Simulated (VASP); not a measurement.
Input:

```xyz
4
Lattice="3.8113 0.0000 0.0000 0.0000 3.8113 0.0000 0.0000 0.0000 4.7301" Properties=species:S:1:pos:R:3 pbc="T T T"
Sn     1.9056     0.0000     1.1536
Sn     3.8113     1.9056     3.5766
O      3.8113     0.0000     0.0000
O      1.9056     1.9056     0.0000
```

Level of theory: PBEsol GGA, VASP's PBE PAW potentials (set 64) (plane waves; VASP). Settings: 520 eV cut-off, Gaussian smearing of 0.050 eV, potentials Sn_d O.

Without a dispersion term in the relaxation, distances and binding between the weakly bound layers, chains or molecules are unreliable, and so is what depends on them. Unless said otherwise, spin-orbit coupling is left out, though it shifts the bands of the heavy elements here.

Problem. Predict the band gap (along the path) with the smallest direct gap where there is one.

Solution. 
```json
{
  "band gap (along the path)": "none (metal, semimetal or under 0.01 eV)"
}
```

The absolute energy has meaning only against runs of the same code, potentials and settings.

The structure comes from a measured SnO entry (P4/nmm) of the Crystallography Open Database, whose conditions weren't checked. It was relaxed first, which changed the volume by -5 %.
